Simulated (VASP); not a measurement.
Data:

```xyz
2
Lattice="0.0000 2.5667 2.5667 2.5667 0.0000 2.5667 2.5667 2.5667 0.0000" Properties=species:S:1:pos:R:3 pbc="T T T"
Be     0.0000     0.0000     0.0000
Se     1.2833     1.2833     1.2833
```

These are PBEsol GGA, VASP's PBE PAW potentials (set 64) (plane waves; VASP) values and carry that method's errors. Numerical set-up: 500 eV cut-off, 9×9×9 Γ-centred mesh, Gaussian smearing of 0.050 eV, potentials Be Se.

What does the run give for the energy per atom (σ→0)?

* **energy per atom (σ→0)**: -4.725 eV/atom

Total energies compare only between runs with the same potentials, cut-off and functional.

The compound is BeSe in the zinc blende structure. It was relaxed first.
